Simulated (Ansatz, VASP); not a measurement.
**BSe: VASP beside Ansatz**

One calculation is typed for both programs; each brings its own data sets. How far apart do they land? The cell is generated by rule, not measured, and may not be a known phase. The cell is taken from a series of runs on this material, whose earlier steps may have relaxed, scaled, displaced or heated it; both programs get it as it stands.

Calculated with Ansatz 0.2.0; plane waves, with VASP 6.6.1 beside it; zone-centre phonons at PBEsol.

The structure was built from a prototype and need not be the compound's stable phase.

**1. Set-up**

It takes space group R-3m (No. 166, trigonal). The conventional cell has a = 3.238 Å, b = 3.238 Å, c = 21.951 Å, α = 90.00°, β = 90.00°, γ = 120.00°. B has 1 B at 1.68 Å and 3 Se at 2.09 Å nearest. Nearest to Se lie 3 B at 2.09 Å. Farther neighbours and most contacts between anions are not listed.

Coordinates:

```cif
data_structure
_symmetry_space_group_name_H-M 'R-3m:H'
_symmetry_Int_Tables_number 166
_cell_length_a 3.2385
_cell_length_b 3.2385
_cell_length_c 21.9512
_cell_angle_alpha 90.000
_cell_angle_beta 90.000
_cell_angle_gamma 120.000
_cell_volume 199.37
loop_
_atom_site_label
_atom_site_type_symbol
_atom_site_symmetry_multiplicity
_atom_site_Wyckoff_symbol
_atom_site_fract_x
_atom_site_fract_y
_atom_site_fract_z
_atom_site_occupancy
B1 B 6 c 0.66667 0.33333 0.29506 1
Se1 Se 6 c 0.00000 0.00000 0.25301 1
```

**2. Ansatz: zone-centre phonons, PBEsol**

Ansatz runs on its default PAW (the set named soft_2) files.

Second derivatives magnify differences that forces hide, and they need a tight electronic threshold.

File input.yaml:

```yaml
crystal:
  lattice:
    - [1.6192364932, 0.9348666252, 7.3170527374]
    - [-1.6192364932, 0.9348666252, 7.3170527374]
    - [0.0, -1.8697332504, 7.3170527374]
  atoms:
    - { symbol: B, position: [0.9617314164, 0.9617314164, 0.9617314164] }
    - { symbol: B, position: [0.0382685836, 0.0382685836, 0.0382685836] }
    - { symbol: Se, position: [0.2530146411, 0.2530146411, 0.2530146411] }
    - { symbol: Se, position: [0.7469853589, 0.7469853589, 0.7469853589] }
kpoints:
  mp_grid: { grid: [9, 9, 9] }
hamiltonian:
  xc: pbesol
scf:
  occupations: { method: fixed }
output:
  eigenvalues: true
phonons:
  method: dfpt
  dielectric: true
  rigid_motions: translations
```

The run is started by

```bash
> ansatz run input.yaml --threads 8 --pin off --max-ram 14336MiB --backend cpu --events-out ev --progress --plain --runs-dir out
```

Numbers of over 12 decimals in the logs are rounded to 6 here.

Log:

```text
Engine: ansatz 0.2.0, aarch64-unknown-linux-gnu
Pseudopotentials: kind: paw
Pseudopotential: B, paw, valence charge 3, recommended cutoff 420 eV (normal), B.paw.azcp
Pseudopotential: Se, paw, valence charge 16, recommended cutoff 420 eV (normal), Se.paw.azcp
Functional definition: PBEsol
  exchange = pbesol_x
  correlation = pbesol_c
Crystal: 4 atoms, lattice volume = 66.458 Å³
Basis set: ecut = 420 eV, 1333 PW (Γ), exchange–correlation on 108×108×108 points (8 copies of the dense FFT grid, shifted against one another)
Bands: 23, of which v1, the nominal top of the filled ones, is band 19 counted from 1 (18 counted from 0)
Symmetry: 12 space group operations
k-points: 205 of 729 (irreducible under 2 space group operations, time reversal used)
Non-local potential: B, projectors of the file, l = 0: 2, l = 1: 2, l = 2: 1
Non-local potential: Se, projectors of the file, l = 0: 2, l = 1: 2, l = 2: 3, l = 3: 1
PAW form: soft (Blöchl's): semilocal exchange-correlation on the pseudo side does not see the compensation charge
PAW frozen core: B, regenerated for the run's functional, and the local potential with it (the file was generated under x = pbe(κ = 0.804, μ = 0.219515), c = pbe(β = 0.066725))
PAW frozen core: Se, regenerated for the run's functional, and the local potential with it (the file was generated under x = pbe(κ = 0.804, μ = 0.219515), c = pbe(β = 0.066725))
PAW one-centre angular grid: B, 110 points (default); XC on 64 Gauss nodes
PAW one-centre angular grid: Se, 590 points (default); XC on 64 Gauss nodes
Initial density: superposition of atomic densities (neutral atoms: chi_scale 0, normalization atom), corrected by the library's trained network
Initial wavefunctions: pseudopotential atomic-orbital guess
Functional: x = pbesol(κ = 0.804, μ = 0.123457), c = pbesol(β = 0.046)
SCF iter   1: F=—  HF=-11154.426276 eV  |F-HF|=—  |Δ(HF+E_count)|=         —  Δρ=4.91e-3  dr2=2.83e-2  ethr=1.77e-3  ⟨swp⟩=5.0  Hψ=18476  notcnv=0  defer=401
preconditioner: auto → none  [insulator: Δε(μ)=1.952 eV  Ē_g=10.704 eV  n_scr=16 (ndim 8)  ℏωp=19.3 eV  f_vac=0.107  ε∞_Penn≈4.3]
SCF iter   2: F=—  HF=-11154.425174 eV  |F-HF|=—  |Δ(HF+E_count)|=   1.10e-3  Δρ=2.86e-3  dr2=2.91e-2  ethr=7.45e-5  ⟨swp⟩=3.0  Hψ=8075  notcnv=0  defer=410
SCF iter   3: F=—  HF=-11154.419487 eV  |F-HF|=—  |Δ(HF+E_count)|=   5.69e-3  Δρ=1.00e-3  dr2=1.39e-3  ethr=7.45e-5  ⟨swp⟩=2.3  Hψ=6259  notcnv=0  defer=410
SCF iter   4: F=—  HF=-11154.419343 eV  |F-HF|=—  |Δ(HF+E_count)|=   1.45e-4  Δρ=3.45e-4  dr2=4.06e-5  ethr=3.65e-6  ⟨swp⟩=2.0  Hψ=6299  notcnv=0  defer=410
SCF iter   5: F=—  HF=-11154.419376 eV  |F-HF|=—  |Δ(HF+E_count)|=   3.35e-5  Δρ=7.97e-5  dr2=2.29e-6  ethr=1.07e-7  ⟨swp⟩=2.0  Hψ=6486  notcnv=0  defer=117
SCF iter   6: F=—  HF=-11154.419345 eV  |F-HF|=—  |Δ(HF+E_count)|=   3.14e-5  Δρ=1.42e-5  dr2=4.90e-8  ethr=6.02e-9  ⟨swp⟩=2.1  Hψ=6957  notcnv=0  defer=45
SCF iter   7: F=—  HF=-11154.419345 eV  |F-HF|=—  |Δ(HF+E_count)|=   9.97e-8  Δρ=1.54e-6  dr2=8.86e-10  ethr=1.29e-10  ⟨swp⟩=2.0  Hψ=6618  notcnv=0  defer=48
SCF iter   8: F=-11154.419345 eV  HF=-11154.419345 eV  |F-HF|=1.11e-10  |Δ(HF+E_count)|=   1.75e-9  Δρ=3.64e-7  dr2=3.62e-11  ethr=1.00e-12  ⟨swp⟩=8.4  Hψ=27221  notcnv=0
SCF 1 converged in 8 iterations: F = -11154.419345 eV  dr2 = 3.62e-11
  greatest PAW one-centre occupation: 1.000 electrons in one spin orbital (limit 2), on the Se atom at site 3 (counted from 0), in its partial waves of l = 2
NSCF: frozen V_eff on 10 k-points
DFPT response loops at Γ: preconditioner auto → Resta (q_TF=auto, 2.486 Å⁻¹)  ε∞=5.5 (no band partly filled); β = 1.00, the filter's whole step (`scf.mixing.beta` (0.50) is not read by the response loops at its default; to damp them type it under 1.00, their step now; it binds the ground state too); Broyden in place of MSR1
── the response to a field inside a basis, on 12×12×12 k-points: an SCF that follows is theirs, and a resumed run solves both again ──
Bands: 20, of which v1, the nominal top of the filled ones, is band 19 counted from 1 (18 counted from 0)
k-points: 182 of 1728
Initial density: handed on by an earlier stage of this run
Initial wavefunctions: pseudopotential atomic-orbital guess (no wavefunctions were taken with the density)
Eigensolver: Dense (182 Hₖ)
SCF iter   1: F=—  HF=-11154.413821 eV  |F-HF|=—  |Δ(HF+E_count)|=         —  Δρ=1.20e-4  dr2=2.45e-6  ethr=1.00e-1
preconditioner: auto → none  [insulator: Δε(μ)=1.954 eV  Ē_g=9.455 eV  n_scr=16 (ndim 8)  ℏωp=19.3 eV  f_vac=0.109  ε∞_Penn≈5.2]
SCF iter   2: F=—  HF=-11154.413822 eV  |F-HF|=—  |Δ(HF+E_count)|=   1.73e-6  Δρ=6.12e-5  dr2=7.11e-7  ethr=6.45e-9
SCF iter   3: F=—  HF=-11154.413823 eV  |F-HF|=—  |Δ(HF+E_count)|=   9.72e-7  Δρ=2.35e-5  dr2=6.79e-7  ethr=1.87e-9
SCF iter   4: F=—  HF=-11154.413823 eV  |F-HF|=—  |Δ(HF+E_count)|=   5.43e-8  Δρ=9.95e-6  dr2=1.24e-7  ethr=1.79e-9
SCF iter   5: F=-11154.413823 eV  HF=-11154.413823 eV  |F-HF|=3.09e-11  |Δ(HF+E_count)|=   2.01e-9  Δρ=2.27e-6  dr2=2.62e-9  ethr=3.27e-10
SCF 1 converged in 5 iterations: F = -11154.413823 eV  dr2 = 2.62e-9
  greatest PAW one-centre occupation: 1.000 electrons in one spin orbital (limit 2), on the Se atom at site 2 (counted from 0), in its partial waves of l = 2
DFPT response loops at Γ: mixed as the last ones told, above
WARN: field response: ε∞ stands inside a basis, on 12×12×12 points; the force constants stand on the 9×9×9 k-mesh, whose period is 12.26 times the interband length at k = (0.4444, 0.4444, 0.4444), direct gap 3.326 eV, under 14: take them and everything formed from them as unconverged, and compare with a denser kpoints.mp_grid
SCF converged after 8 iterations
Free energy (F): -11154.419345 eV
Harris-Foulkes:  -11154.419345 eV  (|F-HF|=1.11e-10)
Internal energy: -11154.419345 eV  (E = F + TS)
E sigma→0 (E₀):  -11154.419345 eV
Fermi energy:    8.072987 eV
--- Per-component energies (eV) ---
  E_band       = -775.052098
  E_kinetic    = 332.159586
  E_local      = -5283.761337  (includes V_loc(G=0)·N_el)
  E_nonlocal   = -1160.745955
  E_hartree    = 2589.793746
  E_xc         = -270.253354
  E_vxc        = -271.947593  (∫ρ·V_xc dr)
  E_paw        = -3886.944708  (= ΣΔE_a)
  E_vpaw       = 429.657128  (= ΣTr[D̂ρ^β])
  E_aug_tail   = -0.001280  (compensation charges beyond the density's cutoff)
  E_ewald      = -3476.712365
  E_core_change = 2.046323  (= ΣΔE_core)
  E_smearing   = -0.000000  (= −TS)
  E_closure    = 0.000000  (closes the sum)
  Σ components = -11154.419345   (vs F -11154.419345, Δ=0.00e0)
--- Band table (eV; the first three rows and the last of 205) ---
  k-point 0: bands = [... 15 lower, 6.5339, 6.7662, 7.2736, 7.2736, 11.3980, 11.3980, 11.6613, 11.6725]
  k-point 1: bands = [... 15 lower, 5.9762, 6.0984, 6.9021, 6.9551, 10.8668, 11.8371, 12.1524, 12.8594]
  k-point 2: bands = [... 15 lower, 5.2404, 5.3037, 6.2607, 6.8046, 10.3397, 11.4709, 12.6433, 13.4481]
  k-point 204: bands = [... 15 lower, 5.9664, 6.0818, 6.9823, 7.9600, 11.0584, 11.8101, 12.1341, 12.8846]
--- Phonons (Γ-DFPT): 4 representative perturbations + reference, on 205 of 729 k-points (Σ response iterations 12) ---
  k mesh reduced under 2 symmetry operations, with k and −k counted as one. Each operation leaves every solved perturbation unchanged. A smaller set is not considered because the run solves the response to a homogeneous field
  ASR residual: 1.025e-4 → 0.000e0 eV/Å²; symmetrization residual: 3.017e-6 eV/Å²
  ASR residual per site (eV/Å²): 3.08e-5 3.08e-5 1.02e-4 1.02e-4
  Γ frequencies (cm⁻¹): 0.00 0.00 0.00 126.21 126.21 193.37 552.37 552.37 592.66 592.66 596.08 1033.25
  ε∞ (high-frequency dielectric tensor):
        8.369508     0.000000    -0.000000
        0.000000     8.369508     0.000000
       -0.000000     0.000000     4.409342
  ε⁰ (static dielectric tensor: ions relaxed, cell fixed):
        8.802242    -0.000000    -0.000000
       -0.000000     8.802242     0.000000
       -0.000000     0.000000     4.410527
  ε⁰ − ε∞ (ionic part):
        0.432734    -0.000000     0.000000
       -0.000000     0.432734     0.000000
        0.000000     0.000000     0.001184
  softest optical mode at Γ: 126.21 cm⁻¹; the repairs (sum rule, projections) moved no ω² at Γ by more than (1.30 cm⁻¹)²
  Born effective charges Z* (e; rows j = field, columns β = displacement):
    site 0:
         0.92075   -0.00000   -0.00000
         0.00000    0.92075    0.00000
         0.00000    0.00000    0.05198
    site 1:
         0.92075   -0.00000    0.00000
         0.00000    0.92075    0.00000
         0.00000    0.00000    0.05198
    site 2:
        -0.92075    0.00000    0.00000
         0.00000   -0.92075   -0.00000
         0.00000   -0.00000   -0.05198
    site 3:
        -0.92075    0.00000    0.00000
         0.00000   -0.92075   -0.00000
         0.00000   -0.00000   -0.05198
  Z* charge neutrality: 1.213e-2 e pre-enforcement
  solved inside a basis spanned on kpoints, on 12×12×12 k-points, its susceptibility summed on 16×16×16: ε∞ is read to err by 3.6e-2, Z* by 2.1e-2 e (field_mesh: kpoints solves on kpoints); Z* is corrected for what the basis lacks
  optical modes at Γ without the LO–TO term, one row a degenerate level:
      ω (cm⁻¹)  modes    IR ((D/Å)²/amu)
        126.21      2             0.0000
        193.37      1             0.0000
        552.37      2             8.2280
[...]
optical modes at Γ + LO–TO along q̂ = [1.0000, 0.0000, 0.0000]:
      ω (cm⁻¹)  modes    IR ((D/Å)²/amu)
[...]
optical modes at Γ + LO–TO along q̂ = [0.0000, 1.0000, 0.0000]:
      ω (cm⁻¹)  modes    IR ((D/Å)²/amu)
[...]
596.08      1             0.0131
       1033.25      1             0.0000
  optical modes at Γ + LO–TO along q̂ = [0.0000, 0.0000, 1.0000]:
      ω (cm⁻¹)  modes    IR ((D/Å)²/amu)
        126.21      2             0.0000
        193.37      1             0.0000
        552.37      2             8.2280
        592.66      2             0.0000
        596.16      1             0.0131
       1033.25      1             0.0000
```

In the SCF lines HF is the Harris–Foulkes energy and dr2 the Hartree energy of the density residual, in eV; the loop may stop once dr2 is under the threshold and the program's other checks hold. Hψ counts applications of the Hamiltonian.

[end of part 1 of 3]

[Lines on the potential files, build, host, timing and source positions are cut from VASP's logs without a mark.]

[Logs are printed without paths, hosts, clocks, repeated set-up lines and the standing remarks that a program may print on its own settings, such as how far it seeks lower states.]

[Hosts, paths, dates, database ids (printed as entryN), source tags and the programs' standing remarks are cut or masked in the printed files.]
